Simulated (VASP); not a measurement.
```yaml
crystal:
  lattice:
    - [3.36889, 0.00000, 0.00000]
    - [0.00000, 3.36889, 0.00000]
    - [0.00000, 0.00000, 3.36889]
  atoms:
    - { symbol: Fe, position: [0.00000, 0.00000, 0.00000], spin: 2.7 }
    - { symbol: Ni, position: [0.00000, 0.50000, 0.50000], spin: 0.6 }
    - { symbol: Ni, position: [0.50000, 0.00000, 0.50000], spin: 0.6 }
    - { symbol: Ni, position: [0.50000, 0.50000, 0.00000], spin: 0.6 }
```

Computed with LDA (Ceperley-Alder, Perdew-Zunger), VASP's LDA PAW potentials (set 64) (plane waves; VASP 6.6.1). Settings: 500 eV cut-off, 9×9×9 Γ-centred mesh, first-order Methfessel-Paxton smearing of 0.10 eV, potentials Fe Ni.

Problem. What does the run give for the cell moment, energy per atom (σ→0), pressure, band gap (on the k-mesh) with the smallest direct gap where there is one?

Solution. 
```yaml
band gap (on the k-mesh): none (metal, semimetal or under 0.01 eV)
cell_moment: 4.40 μB
energy per atom (σ→0): -7.261 eV/atom
pressure: 19.85 GPa
```

Problem. Give the moment on each site (PAW-sphere projection).

Solution. 
```csv
site,moment (μB)
Fe1,2.61
Ni2,0.58
Ni3,0.58
Ni4,0.58
```

The compound is Ni3Fe in the L1_2 structure. It was relaxed first under an external pressure of 20 GPa.
